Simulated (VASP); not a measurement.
An input for Ansatz (written as the equivalent of a VASP run, and not itself run):

Ansatz 0.2 input:
```yaml
crystal:
  lattice:
    - [0.0000000, 2.3088750, 2.3088750]
    - [2.3088750, 0.0000000, 2.3088750]
    - [2.3088750, 2.3088750, 0.0000000]
  atoms:
    - { symbol: Zr, position: [0.0000000, 0.0000000, 0.0000000] }
    - { symbol: C, position: [0.5000000, 0.5000000, 0.5000000] }
kpoints:
  mp_grid: { grid: [1, 1, 1] }
hamiltonian:
  xc: pbe
  pseudopotentials: { kind: paw }
scf:
  occupations: { method: gaussian, width: 0.2 }
  max_iter: 100
output: { forces: true, stress: true, eigenvalues: true }
```

Question: Translate this input to VASP (INCAR, KPOINTS, POSCAR, choice of POTCAR).

Answer: One answer among several that fit: 
**INCAR**
```
# general
SYSTEM =ZrC
PREC   =Accurate
ENCUT  =400
LREAL  =.FALSE.
LASPH  =.TRUE.

# electronic loop
EDIFF  =1E-6
NELM   =100
ALGO   =Normal
LMAXMIX=4

# smearing
ISMEAR =0
SIGMA  =0.2

# functional
GGA    =PE

# ions
ISIF   =2

# output
LWAVE  =.FALSE.
LCHARG =.FALSE.
```

**KPOINTS**
```
Automatic
0
Gamma
 1 1 1
```

### POSCAR
```
ZrC
1
    0.0000000000     2.3088750000     2.3088750000
    2.3088750000     0.0000000000     2.3088750000
    2.3088750000     2.3088750000     0.0000000000
Zr C
1 1
Direct
  0.0000000000   0.0000000000   0.0000000000
  0.5000000000   0.5000000000   0.5000000000
```

POTCAR, in this order: Zr_sv C (PBE.64 set). Program: vasp_std.

The two are equivalent in intent, not identical: each code has its own PAW files, so the cut-off isn't converted (ENCUT is set for VASP's; basis.ecutwfc is left out, and Ansatz then takes the one that its files recommend); Ansatz stops its SCF on the density residual and VASP on the energy change (EDIFF).

The structure is a typed ZrC crystal (Fm-3m). The cell was not relaxed at this level. The k-mesh is coarse (spacing up to 2.36 per Å, 2π included), so the numbers may not be converged in it. The run is one of a series of settings (KPOINTS 1×1×1 Γ-centred mesh against the base run), some of them coarse on purpose.
